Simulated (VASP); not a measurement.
# CeZn2Ni (P4/mmm) in VASP: notebook

Aim: see how the results for CeZn2Ni move with the level of theory and the settings. Levels: PW91, r2SCAN, SCAN. Tasks: band structure.

Program: VASP 6.6.1. These are calculated values, not measurements. Logs are shortened: lines on timing, memory, paths and dates and some standing lists are left out, and cuts for length are marked.

## (1) The crystal as given

Symmetry: P4/mmm, No. 123, tetragonal system. The conventional cell has a = 3.864 Å, b = 3.864 Å, c = 4.919 Å, α = 90.00°, β = 90.00°, γ = 90.00°. Ce (site symmetry 4/mmm) is surrounded by 4 Ni at 2.73 Å and 8 Zn at 3.13 Å. Zn (site symmetry mmm) has 4 Zn at 2.73 Å and 4 Ce at 3.13 Å and 4 Ni at 3.13 Å as nearest neighbours. Ni (site symmetry 4/mmm) has 4 Ce at 2.73 Å and 8 Zn at 3.13 Å as nearest neighbours.

The cell comes from a database or a generator and needn't be the stable form of this composition.

## (2) Band structure, PW91, collinear spin, ferromagnetic start

POSCAR reads:

```
CeZn2Ni
1.0
    3.8643900000      0.0000000000      0.0000000000
    0.0000000000      3.8643900000      0.0000000000
    0.0000000000      0.0000000000      4.9192680000
Ce Zn Ni
1 2 1
Direct
    0.0000000000      0.0000000000      0.0000000000
    0.0000000000      0.5000000000      0.5000000000
    0.5000000000      0.0000000000      0.5000000000
    0.5000000000      0.5000000000      0.0000000000
```

INCAR.step1 reads:

```
  PREC = Accurate
  ENCUT = 520
  EDIFF = 1E-6
  ISMEAR = -1
  SIGMA = 0.05
  LREAL = F
  LASPH = T
  NELM = 100
  ALGO = Normal
  ISIF = 2
  LWAVE = F
  LCHARG = T
  ISPIN = 2
  MAGMOM = 1 0 0 1
  LORBIT = 11
  LMAXMIX = 6
  GGA = 91
```

KPOINTS.step1 reads:

```
Automatic mesh
0
Gamma
  5 5 5
```

INCAR.step2 reads:

```
  PREC = Accurate
  ENCUT = 520
  EDIFF = 1E-6
  ISMEAR = 0
  SIGMA = 0.05
  LREAL = F
  LASPH = T
  NELM = 100
  ALGO = Normal
  ISIF = 2
  LWAVE = F
  LCHARG = F
  ISPIN = 2
  MAGMOM = 1 0 0 1
  LORBIT = 11
  LMAXMIX = 6
  GGA = 91
  ICHARG = 11
```

KPOINTS.step2 reads:

```
path GXMGZRAZ,XR,MA
15
line-mode
reciprocal
 0.0000000000  0.0000000000  0.0000000000  G
 0.0000000000  0.5000000000  0.0000000000  X

 0.0000000000  0.5000000000  0.0000000000  X
 0.5000000000  0.5000000000  0.0000000000  M

 0.5000000000  0.5000000000  0.0000000000  M
 0.0000000000  0.0000000000  0.0000000000  G

 0.0000000000  0.0000000000  0.0000000000  G
 0.0000000000  0.0000000000  0.5000000000  Z

 0.0000000000  0.0000000000  0.5000000000  Z
 0.0000000000  0.5000000000  0.5000000000  R

 0.0000000000  0.5000000000  0.5000000000  R
 0.5000000000  0.5000000000  0.5000000000  A

 0.5000000000  0.5000000000  0.5000000000  A
 0.0000000000  0.0000000000  0.5000000000  Z

 0.0000000000  0.5000000000  0.0000000000  X
 0.0000000000  0.5000000000  0.5000000000  R

 0.5000000000  0.5000000000  0.0000000000  M
 0.5000000000  0.5000000000  0.5000000000  A
```

Potentials or basis: VASP PAW PBE potentials, release 64 (Ce, Zn, Ni).

Started as:

```console
> cat potpaw_PBE.64/Ce/POTCAR potpaw_PBE.64/Zn/POTCAR potpaw_PBE.64/Ni/POTCAR > POTCAR
> cp INCAR.step1 INCAR
> cp KPOINTS.step1 KPOINTS
> mpirun -np 1 vasp_std > vasp.out
> cp INCAR.step2 INCAR
> cp KPOINTS.step2 KPOINTS
> mpirun -np 1 vasp_std > vasp.out
```

OUTCAR:

```text
PREC = Accurate
   ENCUT = 520
   EDIFF = 1E-6
   ISMEAR = 0
   LREAL = F
   LASPH = T
   NELM = 100
   ISIF = 2
   ISPIN = 2
   LORBIT = 11
   GGA = 91
   ICHARG = 11

 ion  position               nearest neighbor table
   1  0.000  0.000  0.000-   4 2.73   4 2.73   4 2.73   4 2.73
   2  0.000  0.500  0.500-   3 2.73   3 2.73   3 2.73   3 2.73
   3  0.500  0.000  0.500-   2 2.73   2 2.73   2 2.73   2 2.73
   4  0.500  0.500  0.000-   1 2.73   1 2.73   1 2.73   1 2.73

  LATTYP: Found a simple tetragonal cell.
 ALAT       =     3.8643900000
 C/A-ratio  =     1.2729740011

  Lattice vectors:

 A1 = (   3.8643900000,   0.0000000000,   0.0000000000)
 A2 = (   0.0000000000,   3.8643900000,   0.0000000000)
 A3 = (   0.0000000000,   0.0000000000,   4.9192680000)

Analysis of symmetry for initial positions (statically):
=====================================================================
 Subroutine PRICEL returns:
 Original cell was already a primitive cell.

 Routine SETGRP: Setting up the symmetry group for a
 simple tetragonal supercell.

 Subroutine GETGRP returns: Found 16 space group operations
 (whereof 16 operations were pure point group operations)
 out of a pool of 16 trial point group operations.

The static configuration has the point symmetry D_4h.

Analysis of symmetry for dynamics (positions and initial velocities):
=====================================================================
 Subroutine PRICEL returns:
 Original cell was already a primitive cell.

 Routine SETGRP: Setting up the symmetry group for a
 simple tetragonal supercell.

 Subroutine GETGRP returns: Found 16 space group operations
 (whereof 16 operations were pure point group operations)
 out of a pool of 16 trial point group operations.

The dynamic configuration has the point symmetry D_4h.

Analysis of structural, dynamic, and magnetic symmetry:
=====================================================================
 Subroutine PRICEL returns:
 Original cell was already a primitive cell.

 Routine SETGRP: Setting up the symmetry group for a
 simple tetragonal supercell.

 Subroutine GETGRP returns: Found 16 space group operations
 (whereof 16 operations were pure point group operations)
 out of a pool of 16 trial point group operations.

The overall configuration has the point symmetry D_4h.

 Subroutine INISYM returns: Found 16 space group operations
 (whereof 16 operations are pure point group operations),
[... 121 lines left out ...]
   IVDW    =     0    specifies the selected vdW correction
   LEPSILON=     F    determine dielectric tensor
   LRPA    =     F    only Hartree local field effects (RPA)
 spin polarized calculation
 Gauss-broadening in eV      SIGMA  =   0.05
  energy-cutoff  :      520.00
  volume of cell :       73.46
 maximum number of plane-waves:      2008
 NGX is ok and might be reduce to    30

 number of electron      45.9999982 magnetization       0.2828973

 Free energy of the ion-electron system (eV)
  ---------------------------------------------------
  ext. energy  EPLUGINS =         0.00000000
  ---------------------------------------------------
  free energy    TOTEN  =       -14.49960366 eV

  energy without entropy =      -14.49266828  energy(sigma->0) =      -14.49613597

 E-fermi :   5.6592     XC(G=0): -11.3204

 val. band max:        5.6589189610   @ k =   0.0000   0.2500   0.5000
 cond. band min:       5.6596864846   @ k =   0.0000   0.5000   0.0357
 fundamental gap:      0.0007675236
 Fermi energy:         5.6591723186

 spin component 1

 k-point     1 :       0.0000    0.0000    0.0000
  band No.  band energies     occupation
      1     -28.7593      1.00000
      2     -11.7251      1.00000
      3     -11.4535      1.00000
      4     -11.4535      1.00000
      5      -2.2687      1.00000
      6      -1.9040      1.00000
[... 733 lines left out ...]
     27       5.9411      0.00000
     28       5.9925      0.00000

 [... further k-points ...]

 spin component 2

 k-point     1 :       0.0000    0.0000    0.0000
  band No.  band energies     occupation
      1     -28.6417      1.00000
      2     -11.6354      1.00000
      3     -11.3527      1.00000
      4     -11.3527      1.00000
      5      -2.2590      1.00000
      6      -1.9030      1.00000
[... 733 lines left out ...]
     27       6.0760      0.00000
     28       6.1457      0.00000

 [... further k-points ...]

------------------------ aborting loop because EDIFF is reached ----------------------------------------

  FORCE on cell =-STRESS in cart. coord.  units (eV):
  Direction    XX          YY          ZZ          XY          YZ          ZX
  --------------------------------------------------------------------------------------
  -------------------------------------------------------------------------------------
  Total        1.8660715      1.8660715      3.5021940      0.0000000      0.0000000      0.0000000
  in kB       40.6983204     40.6983204     76.3815375      0.0000000      0.0000000      0.0000000
  external PRESSURE =      52.5927261 kB  Pullay stress =       0.0000000 kB

 VOLUME and BASIS-vectors are now :
 -----------------------------------------------------------------------------
  energy-cutoff  :      520.00
  volume of cell :       73.46
      direct lattice vectors                 reciprocal lattice vectors
     3.864390000  0.000000000  0.000000000     0.258773053  0.000000000  0.000000000
     0.000000000  3.864390000  0.000000000     0.000000000  0.258773053  0.000000000
     0.000000000  0.000000000  4.919268000     0.000000000  0.000000000  0.203282277

 POSITION                                       TOTAL-FORCE (eV/Angst)
 -----------------------------------------------------------------------------------
      0.00000      0.00000      0.00000         0.000000      0.000000      0.000000
      0.00000      1.93220      2.45963         0.000000      0.000000      0.000000
      1.93220      0.00000      2.45963         0.000000      0.000000      0.000000
      1.93220      1.93220      0.00000         0.000000      0.000000      0.000000
 -----------------------------------------------------------------------------------
    total drift:                                0.000000      0.000000     -0.000000

  FREE ENERGIE OF THE ION-ELECTRON SYSTEM (eV)
  ---------------------------------------------------
  free  energy   TOTEN  =       -14.4996036597 eV

  energy  without entropy=      -14.4926682780  energy(sigma->0) =      -14.49613597

 total charge

# of ion       s       p       d       f       tot
--------------------------------------------------
    1        2.079   5.646   1.057   0.992   9.773
    2        0.685   0.354   9.731   0.000  10.771
    3        0.685   0.354   9.731   0.000  10.771
    4        0.567   0.237   8.383   0.000   9.187
--------------------------------------------------
tot          4.016   6.592  28.903   0.992  40.503

 magnetization (x)

# of ion       s       p       d       f       tot
--------------------------------------------------
    1        0.000  -0.001   0.012   0.282   0.293
    2        0.001  -0.000   0.001   0.000   0.001
    3        0.001  -0.000   0.001   0.000   0.001
    4        0.002   0.003  -0.026   0.000  -0.020
--------------------------------------------------
tot          0.004   0.002  -0.012   0.282   0.276
```

Run time: 11 min. Hardware: 1 thread of Intel Xeon Platinum 8488C (Sapphire Rapids), shared host; peak memory 0.58 GiB.

What came out:

* Band gap along the path: none (metal or under the smearing width)
* Net moment: 0.28 μB per cell

Levels at the corners of the path, in eV from the Fermi level:
Spin up:
| point | band 20 | band 21 | band 22 | band 23 | band 24 | band 25 | band 26 | band 27 |
| --- | --- | --- | --- | --- | --- | --- | --- | --- |
| Γ | -1.79 | -0.66 | -0.50 | 0.07 | 0.15 | 0.15 | 0.18 | 0.18 |
| X | -1.78 | -1.45 | -1.33 | -0.63 | 0.05 | 0.27 | 0.30 | 0.41 |
| X | -1.78 | -1.45 | -1.33 | -0.63 | 0.05 | 0.27 | 0.30 | 0.42 |
| M | -2.08 | -1.90 | -1.90 | -1.82 | 0.12 | 0.22 | 0.22 | 0.37 |
| M | -2.08 | -1.90 | -1.90 | -1.82 | 0.12 | 0.22 | 0.22 | 0.39 |
| Γ | -1.79 | -0.66 | -0.50 | 0.07 | 0.15 | 0.15 | 0.18 | 0.18 |
| Γ | -1.79 | -0.66 | -0.50 | 0.07 | 0.15 | 0.15 | 0.18 | 0.18 |
| Z | -2.10 | -1.93 | -0.03 | 0.15 | 0.20 | 0.20 | 0.34 | 0.39 |
| Z | -2.10 | -1.93 | -0.03 | 0.15 | 0.20 | 0.20 | 0.34 | 0.39 |
| R | -1.84 | -1.65 | -1.41 | -0.86 | 0.28 | 0.31 | 0.40 | 0.44 |
| R | -1.84 | -1.65 | -1.41 | -0.86 | 0.28 | 0.31 | 0.40 | 0.44 |
| A | -1.81 | -1.33 | -0.83 | -0.69 | -0.69 | 0.19 | 0.19 | 0.26 |
| A | -1.81 | -1.33 | -0.83 | -0.69 | -0.69 | 0.19 | 0.20 | 0.26 |
| Z | -2.10 | -1.93 | -0.03 | 0.15 | 0.20 | 0.20 | 0.34 | 0.39 |
| X | -1.78 | -1.45 | -1.33 | -0.63 | 0.05 | 0.27 | 0.30 | 0.41 |
| R | -1.84 | -1.65 | -1.41 | -0.86 | 0.28 | 0.31 | 0.40 | 0.44 |
| M | -2.08 | -1.90 | -1.90 | -1.82 | 0.12 | 0.22 | 0.22 | 0.37 |
| A | -1.81 | -1.33 | -0.83 | -0.69 | -0.69 | 0.19 | 0.19 | 0.26 |
Spin down:
```tsv
point	band 19	band 20	band 21	band 22	band 23	band 24	band 25	band 26	band 27	band 28
Γ	-1.82	-1.82	-0.66	-0.44	0.21	0.28	0.28	0.33	0.33	0.50
X	-1.92	-1.80	-1.45	-1.29	-0.56	0.16	0.41	0.45	0.56	0.60
X	-1.92	-1.80	-1.45	-1.29	-0.56	0.16	0.41	0.45	0.57	0.59
M	-2.26	-2.10	-1.88	-1.88	-1.85	0.27	0.37	0.37	0.53	0.57
M	-2.26	-2.10	-1.88	-1.88	-1.85	0.27	0.37	0.37	0.53	0.59
Γ	-1.82	-1.82	-0.66	-0.44	0.21	0.28	0.28	0.33	0.33	0.50
Γ	-1.82	-1.82	-0.66	-0.44	0.21	0.28	0.28	0.33	0.33	0.50
Z	-2.12	-2.12	-1.94	0.10	0.29	0.35	0.35	0.50	0.54	0.54
Z	-2.12	-2.12	-1.94	0.10	0.29	0.35	0.35	0.50	0.54	0.54
R	-1.90	-1.77	-1.66	-1.42	-0.81	0.42	0.45	0.55	0.59	0.61
R	-1.90	-1.77	-1.66	-1.42	-0.81	0.42	0.45	0.55	0.59	0.61
A	-1.86	-1.84	-1.34	-0.78	-0.72	-0.72	0.34	0.34	0.42	0.42
A	-1.86	-1.84	-1.34	-0.78	-0.72	-0.72	0.34	0.34	0.42	0.42
Z	-2.12	-2.12	-1.94	0.10	0.29	0.35	0.35	0.50	0.54	0.54
X	-1.92	-1.80	-1.45	-1.29	-0.56	0.16	0.41	0.45	0.57	0.60
R	-1.90	-1.77	-1.66	-1.42	-0.81	0.42	0.45	0.55	0.59	0.61
M	-2.26	-2.10	-1.88	-1.88	-1.85	0.27	0.37	0.37	0.53	0.56
A	-1.86	-1.84	-1.34	-0.78	-0.72	-0.72	0.34	0.34	0.42	0.42
```

Caveat: the log is that of the step along the path at fixed density, whose energy, stress, charges and moments have no meaning; the magnetic or orbital state may not be the lowest; the PAW data sets were made with another functional, which shifts forces and pressure a little; spin-orbit coupling is left out, which moves the levels of the heavy elements; without U or exact exchange the open f shell lies at the Fermi level, which spoils levels, moments and volumes.

## (3) Band structure, r2SCAN, collinear spin, ferromagnetic start

INCAR reads:

```
  PREC = Accurate
  ENCUT = 520
  EDIFF = 1E-6
  ISMEAR = -1
  SIGMA = 0.05
  LREAL = F
  LASPH = T
  NELM = 100
  ALGO = Normal
  ISIF = 2
  LWAVE = F
  LCHARG = F
  ISPIN = 2
  MAGMOM = 1 0 0 1
  LORBIT = 11
  LMAXMIX = 6
  METAGGA = R2SCAN
  LMIXTAU = T
```

KPOINTS reads:

```
Automatic mesh
0
Gamma
  5 5 5
```

POSCAR is that of step 2.

KPOINTS_OPT reads:

```
path GXMGZRAZ,XR,MA
15
line-mode
reciprocal
 0.0000000000  0.0000000000  0.0000000000  G
 0.0000000000  0.5000000000  0.0000000000  X

 0.0000000000  0.5000000000  0.0000000000  X
 0.5000000000  0.5000000000  0.0000000000  M

 0.5000000000  0.5000000000  0.0000000000  M
 0.0000000000  0.0000000000  0.0000000000  G

 0.0000000000  0.0000000000  0.0000000000  G
 0.0000000000  0.0000000000  0.5000000000  Z

 0.0000000000  0.0000000000  0.5000000000  Z
 0.0000000000  0.5000000000  0.5000000000  R

 0.0000000000  0.5000000000  0.5000000000  R
 0.5000000000  0.5000000000  0.5000000000  A

 0.5000000000  0.5000000000  0.5000000000  A
 0.0000000000  0.0000000000  0.5000000000  Z

 0.0000000000  0.5000000000  0.0000000000  X
 0.0000000000  0.5000000000  0.5000000000  R

 0.5000000000  0.5000000000  0.0000000000  M
 0.5000000000  0.5000000000  0.5000000000  A
```

Potentials or basis: VASP PAW PBE potentials, release 64 (Ce, Zn, Ni).

Started as:

```console
> cat potpaw_PBE.64/Ce/POTCAR potpaw_PBE.64/Zn/POTCAR potpaw_PBE.64/Ni/POTCAR > POTCAR
> mpirun -np 1 vasp_std > vasp.out
```

It took 26 min on 1 thread of Intel Xeon Platinum 8488C (Sapphire Rapids), shared host; peak memory 0.31 GiB.

Results (log left out):

```yaml
Free_energy: -60.7803 eV
Pressure: -2.0 GPa
Band_gap_along_the_path: none (metal or under the smearing width)
Net_moment: 0.00 μB per cell
Valence_electrons_inside_the_program's_atomic_spheres: Ce 9.79; Zn 10.76; Ni 9.24
```

Stress tensor (GPa, compression positive):
```
-2.21  0.00  0.00
 0.00 -2.21  0.00
 0.00  0.00 -1.60
```

Levels at the corners of the path, in eV from the Fermi level:
Spin up:
| point | band 20 | band 21 | band 22 | band 23 | band 24 | band 25 | band 26 | band 27 |
| --- | --- | --- | --- | --- | --- | --- | --- | --- |
| Γ | -1.87 | -0.69 | -0.61 | 0.19 | 0.24 | 0.24 | 0.29 | 0.29 |
| X | -1.85 | -1.56 | -1.41 | -0.65 | 0.15 | 0.39 | 0.42 | 0.50 |
| X | -1.85 | -1.56 | -1.41 | -0.65 | 0.15 | 0.39 | 0.41 | 0.50 |
| M | -2.20 | -1.92 | -1.92 | -1.87 | 0.18 | 0.31 | 0.31 | 0.46 |
| M | -2.20 | -1.92 | -1.92 | -1.87 | 0.18 | 0.31 | 0.31 | 0.46 |
| Γ | -1.87 | -0.69 | -0.61 | 0.19 | 0.24 | 0.24 | 0.29 | 0.29 |
| Γ | -1.87 | -0.69 | -0.61 | 0.19 | 0.24 | 0.24 | 0.29 | 0.29 |
| Z | -2.19 | -2.04 | 0.10 | 0.21 | 0.30 | 0.30 | 0.43 | 0.50 |
| Z | -2.19 | -2.04 | 0.10 | 0.21 | 0.30 | 0.30 | 0.43 | 0.50 |
| R | -1.91 | -1.75 | -1.46 | -0.96 | 0.39 | 0.42 | 0.52 | 0.52 |
| R | -1.91 | -1.75 | -1.46 | -0.96 | 0.39 | 0.42 | 0.52 | 0.52 |
| A | -1.86 | -1.42 | -0.97 | -0.68 | -0.68 | 0.30 | 0.30 | 0.37 |
| A | -1.86 | -1.42 | -0.97 | -0.68 | -0.68 | 0.30 | 0.30 | 0.37 |
| Z | -2.19 | -2.04 | 0.10 | 0.21 | 0.30 | 0.30 | 0.43 | 0.50 |
| X | -1.85 | -1.56 | -1.41 | -0.65 | 0.15 | 0.39 | 0.41 | 0.50 |
| R | -1.91 | -1.75 | -1.46 | -0.96 | 0.39 | 0.42 | 0.52 | 0.52 |
| M | -2.20 | -1.92 | -1.92 | -1.87 | 0.18 | 0.31 | 0.31 | 0.46 |
| A | -1.86 | -1.42 | -0.97 | -0.68 | -0.68 | 0.30 | 0.30 | 0.37 |
Spin down:
```tsv
point	band 21	band 22	band 23	band 24	band 25	band 26
Γ	-0.69	-0.61	0.19	0.24	0.24	0.29
X	-1.56	-1.41	-0.65	0.15	0.39	0.42
X	-1.56	-1.41	-0.65	0.15	0.39	0.41
M	-1.92	-1.92	-1.87	0.18	0.31	0.31
M	-1.92	-1.92	-1.87	0.18	0.31	0.31
Γ	-0.69	-0.61	0.19	0.24	0.24	0.29
Γ	-0.69	-0.61	0.19	0.24	0.24	0.29
Z	-2.04	0.10	0.21	0.30	0.30	0.43
Z	-2.04	0.10	0.21	0.30	0.30	0.43
R	-1.75	-1.46	-0.96	0.39	0.42	0.52
R	-1.75	-1.46	-0.96	0.39	0.42	0.52
A	-1.42	-0.97	-0.68	-0.68	0.30	0.30
A	-1.42	-0.97	-0.68	-0.68	0.30	0.30
Z	-2.04	0.10	0.21	0.30	0.30	0.43
X	-1.56	-1.41	-0.65	0.15	0.39	0.42
R	-1.75	-1.46	-0.96	0.39	0.42	0.52
M	-1.92	-1.92	-1.87	0.18	0.31	0.31
A	-1.42	-0.97	-0.68	-0.68	0.30	0.30
```

Caveat: the magnetic or orbital state may not be the lowest; the PAW data sets were made with another functional, which shifts forces and pressure a little; spin-orbit coupling is left out, which moves the levels of the heavy elements; without U or exact exchange the open f shell lies at the Fermi level, which spoils levels, moments and volumes.

(Continued in part 2 of 2.)
